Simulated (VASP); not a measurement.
# BaAs: structure and properties in VASP, part 3 of 3

What structure does BaAs take at this level, and what are its properties? The cell is invented: other elements were put on sites of a known structure type. It may not be a known or stable phase.

VASP 6.6.1, plane waves and PAW; the level of theory is named at each step.

So far. Step 5 (Band structure (PBE)): There is no gap at this level. Step 6 (Total and projected DOS (PBE)): The finer mesh and the other smearing move the Fermi level by -0.04 eV from the 5×5×5 run, a small shift, which tests the Fermi level alone. Of the states within 0.3 eV of the Fermi level, the largest shares in the PAW spheres are As p 36 % and Ba d 6 %. The rest lies in smaller channels or between the spheres.

**8. Band structure (r2SCAN)**

This step: r2SCAN; plane waves and PAW (Ba_sv, As); invented cell (VASP 6.6.1).

The mesh alone shows little of the dispersion and can miss band extrema, so KPOINTS_OPT adds a path through the symmetry points after the self-consistent cycle. r2SCAN adds the kinetic-energy density, costs more than a GGA and is run with LASPH.

File INCAR:

```
SYSTEM = BaAs
PREC = Accurate
ENCUT = 400
EDIFF = 1E-06
NELM = 100
ISMEAR = -1
SIGMA = 0.05
LREAL = .FALSE.
ALGO = Normal
METAGGA = R2SCAN
LASPH = .TRUE.
LORBIT = 11
LWAVE = .FALSE.
LCHARG = .FALSE.
```

File POSCAR:

```
BaAs
1.0
    4.0445829706      0.0000000000      0.0000000000
    0.0000000000      4.0445829706      0.0000000000
    0.0000000000      0.0000000000      4.0445829706
Ba As
1 1
Direct
    0.0000000000      0.0000000000      0.0000000000
    0.5000000000      0.5000000000      0.5000000000
```

File KPOINTS:

```
Automatic mesh
0
Gamma
5 5 5
0 0 0
```

File KPOINTS_OPT:

```
Line mode
16
Line-mode
Reciprocal
  0.00000000   0.00000000   0.00000000 GAMMA
  0.00000000   0.50000000   0.00000000 X

  0.00000000   0.50000000   0.00000000 X
  0.50000000   0.50000000   0.00000000 M

  0.50000000   0.50000000   0.00000000 M
  0.00000000   0.00000000   0.00000000 GAMMA

  0.00000000   0.00000000   0.00000000 GAMMA
  0.50000000   0.50000000   0.50000000 R

  0.50000000   0.50000000   0.50000000 R
  0.00000000   0.50000000   0.00000000 X

  0.50000000   0.50000000   0.00000000 M
  0.50000000   0.50000000   0.50000000 R
```

The projector-augmented-wave data sets are Ba_sv and As (PBE family, release 64).

Launch:

```console
$ mpirun -np 1 vasp_std
```

The log of the run:

```text
[banner, memory and clock lines left out]
running    1 mpi-ranks, on    1 nodes
 distrk:  each k-point on    1 cores,    1 groups
 distr:  one band on    1 cores,    1 groups

 POSCAR found type information on POSCAR BaAs
 POSCAR found :  2 types and       2 ions
|                                                                             |
|               ----> ADVICE to this user running VASP <----                  |
|                                                                             |
|     You enforced a specific xc type in the INCAR file but a different       |
|     [... a line on the potential file left out ...]
|     I HOPE YOU KNOW WHAT YOU ARE DOING!                                     |
|                                                                             |

 LDA part: xc-table for (None), standard interpolation
 POSCAR, INCAR and KPOINTS ok, starting setup
 FFT: planning ... GRIDC
 FFT: planning ... GRID_SOFT
 FFT: planning ... GRID
 WAVECAR not read
 entering main loop
       N       E                     dE             d eps       ncg     rms          rms(c)
DAV:   1     0.321911576228E+02    0.32191E+02   -0.55255E+03   220   0.942E+02
DAV:   2    -0.421446782443E+02   -0.74336E+02   -0.70855E+02   264   0.180E+02
DAV:   3    -0.463602140736E+02   -0.42155E+01   -0.41796E+01   284   0.462E+01
DAV:   4    -0.464879370427E+02   -0.12772E+00   -0.12739E+00   294   0.777E+00
DAV:   5    -0.464910084877E+02   -0.30714E-02   -0.30713E-02   302   0.102E+00    0.360E+00
DAV:   6    -0.431296870198E+02    0.33613E+01   -0.12395E+00   279   0.806E+00    0.215E+00
DAV:   7    -0.431063620306E+02    0.23325E-01   -0.29873E-01   281   0.365E+00    0.614E-01
DAV:   8    -0.431087486443E+02   -0.23866E-02   -0.12146E-02   283   0.948E-01    0.325E-01
DAV:   9    -0.431096082083E+02   -0.85956E-03   -0.55122E-03   297   0.454E-01    0.691E-02
DAV:  10    -0.431096095631E+02   -0.13548E-05   -0.53900E-04   294   0.160E-01    0.395E-02
DAV:  11    -0.431096561247E+02   -0.46562E-04   -0.15773E-04   274   0.973E-02    0.129E-02
DAV:  12    -0.431096585735E+02   -0.24488E-05   -0.67282E-06   274   0.230E-02    0.317E-03
DAV:  13    -0.431096589252E+02   -0.35171E-06   -0.10442E-06   160   0.873E-03
   1 F= -.43109659E+02 E0= -.43104226E+02  d E =-.108654E-01
 Start KPOINTS_OPT (optional k-point list driver)
k-point batch [1-10\96]
       N       E                     dE             ncg
DAV:   1    -0.364799184876E+03   -0.11262E+04      220
DAV:   2    -0.114344994952E+04   -0.77865E+03      267
DAV:   3    -0.118424749639E+04   -0.40798E+02      283
DAV:   4    -0.118503692180E+04   -0.78943E+00      303
DAV:   5    -0.118505275339E+04   -0.15832E-01      319
DAV:   6    -0.118505282322E+04   -0.69833E-04      303
DAV:   7    -0.118505282399E+04   -0.76932E-06      265
[...]
k-point batch [91-96\96]
       N       E                     dE             ncg
DAV:   1     0.138734047013E+04   -0.32906E+04      132
DAV:   2     0.104073313905E+04   -0.34661E+03      181
DAV:   3     0.102930942198E+04   -0.11424E+02      184
DAV:   4     0.102911512170E+04   -0.19430E+00      182
DAV:   5     0.102911382148E+04   -0.13002E-02      184
DAV:   6     0.102911381225E+04   -0.92344E-05      191
DAV:   7     0.102911381221E+04   -0.38930E-07      117
```

Wall time 2.5 min (1 MPI rank of AMD EPYC 7R43, shared host); peak memory 0.13 GiB.

OUTCAR, selected parts (step 8):

```text
   NELECT =      15.0000    total number of electrons

 E-fermi :   2.6569

 k-point     1 :       0.0000    0.0000    0.0000
  band No.  band energies     occupation
      1     -25.9457      2.00000
      2     -10.4887      2.00000
      3     -10.4887      2.00000
      4     -10.4887      2.00000
      5      -7.6313      2.00000
      6       3.1910      0.00005
      7       3.1910      0.00005
      8       3.1910      0.00005
      9       3.8949      0.00000
     10       3.8949      0.00000
    ...

  Total       -0.1343508     -0.1343508     -0.1343508     -0.0000000     -0.0000000     -0.0000000
  in kB       -3.2533410     -3.2533410     -3.2533410     -0.0000000     -0.0000000     -0.0000000
  external PRESSURE =      -3.2533410 kB  Pullay stress =       0.0000000 kB

  FREE ENERGIE OF THE ION-ELECTRON SYSTEM (eV)
  ---------------------------------------------------
  free  energy   TOTEN  =       -43.1096589252 eV

  energy  without entropy=      -43.0987934998  energy(sigma->0) =      -43.10422621

[... 9 parts as in an earlier step ...]

[... 9 further parts left out ...]
```

The PAW data sets were made with PBE, which is usual practice but a small mismatch for other functionals.

This step gave:

```
SCF cycles              : 13
bands                   : 11
irreducible k-points    : 10
free energy (TOTEN)     : -43.11 eV
energy at zero smearing : -43.10 eV
Fermi energy            : 2.657 eV
pressure                : -0.3253 GPa
```

Electronic bands along the path, in eV, zero at the Fermi level; # counts the bands kept, so #1 is VASP's band 6:

| point | #1 | #2 | #3 | #4 |
| --- | --- | --- | --- | --- |
| Γ | 0.53 | 0.53 | 0.53 | 1.24 |
| 0.47 of the way | -1.50 | 0.20 | 0.20 | 1.59 |
| X | -2.93 | -0.18 | -0.18 | 2.20 |
| 0.53 of the way | -2.14 | -0.93 | 0.29 | 2.49 |
| M | -1.32 | -1.32 | 0.87 | 1.82 |
| 0.47 of the way | -1.75 | -0.89 | 0.24 | 2.56 |
| Γ | 0.53 | 0.53 | 0.53 | 1.24 |
| 0.47 of the way | -1.11 | -1.11 | -1.01 | 3.49 |
| R | -2.60 | -2.60 | -2.60 | 6.64 |
| 0.47 of the way | -2.04 | -1.77 | -0.61 | 3.68 |
| X | -2.93 | -0.18 | -0.18 | 2.20 |
| jump to M | -1.32 | -1.32 | 0.87 | 1.82 |
| 0.53 of the way | -2.09 | -2.09 | -1.48 | 3.67 |
| R | -2.60 | -2.60 | -2.60 | 6.64 |

Of the projections kept (Ba, As), the largest for each band there; the rest of the weight can lie on other orbitals:

| point | #1 | #2 | #3 | #4 |
| --- | --- | --- | --- | --- |
| Γ | As 0.94 | As 0.94 | As 0.94 | Ba 0.96 |
| X | As 0.74 | As 0.76 | As 0.76 | Ba 1.00 |
| M | As 0.82 | As 0.82 | As 1.00 | Ba 0.95 |
| Γ | As 0.94 | As 0.94 | As 0.94 | Ba 0.96 |
| R | As 0.69 | As 0.69 | As 0.69 | Ba 0.73 |
| X | As 0.74 | As 0.76 | As 0.76 | Ba 1.00 |

The electronic bands as a text plot (rows in eV, shown from -2.9 to 1.2 only):

```
    1.2 |                         *
    1.0 |
    0.8 |              ***
    0.6 |             *
    0.5 |**          *    **    ****                      *
    0.3 |  **       *       ****
    0.1 |    *     *                                  *
   -0.1 |     ** **             *   *                * **  *
   -0.2 | *     **             **    *              *    *
   -0.4 |         *           *     *                   *
   -0.6 |                             *                *
   -0.8 |  *       *         * *     * *              *     *
   -0.9 |           *       *         ****         *
   -1.1 |            *    **  *         *
   -1.3 |             ****                *          *
   -1.5 |   *         *  *               *        *       *  *
   -1.6 |                    *             *        *      *
   -1.8 |            *    ***                               *
   -2.0 |                                 * *      *          *
   -2.1 |    *      *                      *     *****       *
   -2.3 |                                   **  *             **
   -2.5 |     *    *                         *****    *        **
   -2.7 |         *                                    *        *
   -2.8 |      ***                                      **
         Γ      X      M          Γ            R        X|M     R
```

At these settings, which differ from those of the relaxation, the cell is under a tension of 0.3 GPa.

**9. Band structure (TB-mBJ)**

This step: TB-mBJ; plane waves and PAW (Ba_sv, As); invented cell (VASP 6.6.1).

Levels along the symmetry lines show where the bands peak and cross; KPOINTS_OPT computes them in the converged potential. TB-mBJ is a local potential fitted to gaps: it costs far less than a hybrid but gives no energy.

INCAR, as its differences from that of step 8:

```diff
@@ -4,3 +4,3 @@
 EDIFF = 1E-06
-NELM = 100
+NELM = 150
 ISMEAR = -1
@@ -9,3 +9,3 @@
 ALGO = Normal
-METAGGA = R2SCAN
+METAGGA = MBJ
 LASPH = .TRUE.
```

POSCAR is that of step 8.

KPOINTS is that of step 8.

KPOINTS_OPT is that of step 8.

Launch:

```console
$ mpirun -np 1 vasp_std
```

The log of the run:

```text
[banner, memory and clock lines left out]
running    1 mpi-ranks, on    1 nodes
[...]
[... a notice as in an earlier step ...]

 LDA part: xc-table for (None), standard interpolation
 POSCAR, INCAR and KPOINTS ok, starting setup
[...]
entering main loop
       N       E                     dE             d eps       ncg     rms          rms(c)
DAV:   1     0.583212696011E+03    0.58321E+03   -0.54261E+03   220   0.916E+02
DAV:   2     0.510548641858E+03   -0.72664E+02   -0.69397E+02   261   0.179E+02
DAV:   3     0.506262310881E+03   -0.42863E+01   -0.42446E+01   297   0.454E+01
DAV:   4     0.506188802483E+03   -0.73508E-01   -0.73359E-01   292   0.564E+00
[...]
DAV:   8     0.506646406914E+03    0.35892E+00   -0.27244E-01   238   0.472E+00    0.206E+00
DAV:   9     0.507593126221E+03    0.94672E+00   -0.30388E-01   241   0.525E+00    0.120E+00
DAV:  10     0.507779859527E+03    0.18673E+00   -0.17380E-01   232   0.432E+00    0.103E+00
[... 130 further cycles ...]
DAV: 141     0.487288056097E+03    0.60908E+02   -0.12322E+03   229   0.274E+02    0.167E+01
DAV: 142     0.497600168064E+03    0.10312E+02   -0.61249E+02   273   0.208E+02    0.582E+01
DAV: 143     0.507831380645E+03    0.10231E+02   -0.39192E+02   297   0.113E+02    0.400E+00
DAV: 144     0.508856023566E+03    0.10246E+01   -0.38779E+01   244   0.611E+01    0.768E+00
[...]
DAV: 148     0.509331742149E+03   -0.25202E-01   -0.12519E+00   259   0.115E+01    0.111E+01
DAV: 149     0.509030751336E+03   -0.30099E+00   -0.40131E-01   247   0.582E+00    0.114E+01
DAV: 150     0.509110343282E+03    0.79592E-01   -0.10739E-01   255   0.288E+00
|                                                                             |
|           W    W    AA    RRRRR   N    N  II  N    N   GGGG   !!!           |
|           W    W   A  A   R    R  NN   N  II  NN   N  G    G  !!!           |
|           W    W  A    A  R    R  N N  N  II  N N  N  G       !!!           |
|           W WW W  AAAAAA  RRRRR   N  N N  II  N  N N  G  GGG   !            |
|           WW  WW  A    A  R   R   N   NN  II  N   NN  G    G                |
|           W    W  A    A  R    R  N    N  II  N    N   GGGG   !!!           |
|                                                                             |
|     The electronic self-consistency was not achieved in the given           |
|     number of steps (NELM). The forces and other quantities evaluated       |
|     might not be reliable so examine the results carefully. If you find     |
|     spurious results, we suggest increasing NELM, if you were close to      |
|     convergence or switching to a different ALGO or adjusting the           |
|     density mixing parameters otherwise.                                    |
|                                                                             |

   1 F= 0.50911034E+03 E0= 0.50911712E+03  d E =-.135631E-01
 Start KPOINTS_OPT (optional k-point list driver)
k-point batch [1-10\96]
       N       E                     dE             ncg
DAV:   1     0.120523123675E+03   -0.64089E+03      220
DAV:   2    -0.774411167816E+03   -0.89493E+03      275
DAV:   3    -0.845303049558E+03   -0.70892E+02      327
DAV:   4    -0.846502832226E+03   -0.11998E+01      274
DAV:   5    -0.846542836853E+03   -0.40005E-01      294
DAV:   6    -0.846544222563E+03   -0.13857E-02      306
DAV:   7    -0.846544247239E+03   -0.24676E-04      310
DAV:   8    -0.846544247364E+03   -0.12495E-06      202
[...]
k-point batch [91-96\96]
       N       E                     dE             ncg
DAV:   1     0.168604697212E+04   -0.29919E+04      132
DAV:   2     0.127226109338E+04   -0.41379E+03      178
DAV:   3     0.124557299344E+04   -0.26688E+02      191
DAV:   4     0.124514866434E+04   -0.42433E+00      168
DAV:   5     0.124514117205E+04   -0.74923E-02      156
DAV:   6     0.124514104656E+04   -0.12550E-03      168
DAV:   7     0.124514104354E+04   -0.30159E-05      159
DAV:   8     0.124514104345E+04   -0.87578E-07      120
```

It took 4 min on 1 MPI rank; peak memory 0.12 GiB.

Parts of OUTCAR (step 9):

```text
 k-point     1 :       0.0000    0.0000    0.0000
  band No.  band energies     occupation
      1     -22.6183      2.00000
      2      -7.1242      2.00000
      3      -7.1242      2.00000
      4      -7.1242      2.00000
      5      -4.1503      2.00000
      6       5.7409      0.00017
      7       5.7409      0.00017
      8       5.7409      0.00017
      9       8.0516      0.00000
     10       8.0516      0.00000
    ...

  Total       77.4722482     77.4722482     77.4722482     -0.0000000     -0.0000000      0.0000000
  in kB     1876.0114918   1876.0114918   1876.0114918     -0.0000000     -0.0000000      0.0000000
  external PRESSURE =    1876.0114918 kB  Pullay stress =       0.0000000 kB

 POSITION                                       TOTAL-FORCE (eV/Angst)
 -----------------------------------------------------------------------------------
      0.00000      0.00000      0.00000         0.000000      0.000000      0.000000
      2.02229      2.02229      2.02229         0.000000      0.000000      0.000000
 -----------------------------------------------------------------------------------
    total drift:                               -0.000000      0.000000      0.000000

  FREE ENERGIE OF THE ION-ELECTRON SYSTEM (eV)
  ---------------------------------------------------
  free  energy   TOTEN  =       509.1103432820 eV

  energy  without entropy=      509.1239063322  energy(sigma->0) =      509.11712481

[... 8 parts as in an earlier step ...]

[... 11 further parts left out ...]
[key lines of the parts left out:]
E-fermi :   5.2733
```

EDIFF was not reached within NELM cycles, so the run counts as unconverged.

**10. Density of states (PBE), changed input**

This step: PBE; plane waves and PAW (Ba_sv, As); invented cell (VASP 6.6.1).

Here the states are counted by energy and projected on the atoms. Some settings are moved from the usual, to see what they do.

File INCAR:

```
SYSTEM = BaAs
PREC = Accurate
ENCUT = 400
EDIFF = 1E-06
NELM = 100
ISMEAR = 0
SIGMA = 0.02
LREAL = .FALSE.
ALGO = Normal
GGA = PE
LORBIT = 11
LWAVE = .FALSE.
LCHARG = .FALSE.
NEDOS = 2001
BMIX = 0.5
```

POSCAR is that of step 9.

File KPOINTS:

```
Automatic mesh
0
Gamma
2 2 2
0 0 0
```

Launch:

```console
$ mpirun -np 1 vasp_std
```

The log of the run:

```text
[... set-up lines as in an earlier step ...]
 entering main loop
       N       E                     dE             d eps       ncg     rms          rms(c)
DAV:   1     0.636240455803E+02    0.63624E+02   -0.52640E+03    88   0.908E+02
DAV:   2    -0.422795023231E+01   -0.67852E+02   -0.64912E+02   103   0.176E+02
DAV:   3    -0.767427375018E+01   -0.34463E+01   -0.34172E+01   100   0.427E+01
DAV:   4    -0.774238934471E+01   -0.68116E-01   -0.66984E-01   119   0.554E+00
DAV:   5    -0.774408219626E+01   -0.16929E-02   -0.16863E-02   114   0.759E-01    0.349E+00
DAV:   6    -0.761502698793E+01    0.12906E+00   -0.45134E-01    94   0.325E+00    0.210E+00
DAV:   7    -0.762531830568E+01   -0.10291E-01   -0.72529E-02   113   0.170E+00    0.732E-01
DAV:   8    -0.763072723710E+01   -0.54089E-02   -0.95775E-03    94   0.842E-01    0.845E-02
DAV:   9    -0.763125537133E+01   -0.52813E-03   -0.77992E-04   106   0.249E-01    0.448E-02
DAV:  10    -0.763129913199E+01   -0.43761E-04   -0.10113E-04   105   0.832E-02    0.783E-03
DAV:  11    -0.763129997808E+01   -0.84609E-06   -0.50712E-06   104   0.123E-02
   1 F= -.76313000E+01 E0= -.76293717E+01  d E =-.385656E-02
```

Wall time 4 s (1 MPI rank); peak memory 0.11 GiB.

Parts of OUTCAR (step 10):

```text
   k-points           NKPTS =      4   k-points in BZ     NKDIM =      4   number of bands    NBANDS=     11

   NELECT =      15.0000    total number of electrons

 E-fermi :   3.4611

 k-point     1 :       0.0000    0.0000    0.0000
  band No.  band energies     occupation
    ...
      4      -9.9056      2.00000
      5      -6.9184      2.00000
      6       3.4550      1.33333
      7       3.4550      1.33333
      8       3.4550      1.33333
      9       3.7305      0.00000
     10       3.7305      0.00000
     11       5.9834      0.00000

  Total        0.5826337      0.5826337      0.5826337      0.0000000      0.0000000      0.0000000
  in kB       14.1086322     14.1086322     14.1086322      0.0000000      0.0000000      0.0000000
  external PRESSURE =      14.1086322 kB  Pullay stress =       0.0000000 kB

  FREE ENERGIE OF THE ION-ELECTRON SYSTEM (eV)
  ---------------------------------------------------
  free  energy   TOTEN  =        -7.6312999781 eV

  energy  without entropy=       -7.6274434201  energy(sigma->0) =       -7.62937170

[... 7 parts as in an earlier step ...]

[... 8 further parts left out ...]
```

The run converged; its settings lie outside those of the reference runs, so its numbers are set aside.

Against the sound run on this cell (total and projected DOS (PBE)) the energy at zero smearing moves by +254.1 meV an atom and the pressure by +1.59 GPa.

Settings moved from the usual: BMIX = 0.5, ISMEAR = 0, SIGMA = 0.02 and k-mesh = 2×2×2.

The mesh holds 4 irreducible points against 20. BMIX acts on the way to self-consistency or on speed; a fully converged result doesn't depend on them, though slow mixing can meet EDIFF with the stress still off.

**11. Results**

```yaml
relaxed_volume: 33.08 Å³/atom
relaxed_conventional_cell_a_b_c: 4.045, 4.045, 4.045 Å
space_group_after_relaxing_within_0p02_a: Pm-3m (No. 221)
band_gap: none, a metal
dos_at_the_fermi_level: 4.29 states/eV/cell
band_gap_r2scan: none, a metal
```

What this shows: With PBE, BaAs relaxes to 33.08 Å³/atom in space group Pm-3m (held by the symmetry of the run) and comes out as a metal. Not obtained: band structure (TB-mBJ), because the run did not converge. Band structure (PBE): Of the bands kept, 3 cross the Fermi level on this path. Band structure (r2SCAN): Of the bands kept, 3 cross the Fermi level on this path. The other levels ran on the cell relaxed with PBE, and without spin-orbit coupling unless named. Spin-orbit coupling is left out, and with elements this heavy it would split and shift bands near the Fermi level. The k-sampling is coarse for a metal, so the Fermi level, pressures and the shape of the cell carry errors. With an odd electron count and no spin the cell is a metal by construction. No search among competing phases was made. All values are for a static lattice at zero temperature.

[Lines on the potential files, build, host, timing and source positions are cut from VASP's logs without a mark.]

[Logs are printed without paths, hosts, clocks, repeated set-up lines and the standing remarks that a program may print on its own settings, such as how far it seeks lower states.]

[Hosts, paths, dates, database ids (printed as entryN), source tags and the programs' standing remarks are cut or masked in the printed files.]

[A measured line is paired with the nearest computed mode of its activity, which favours agreement.]
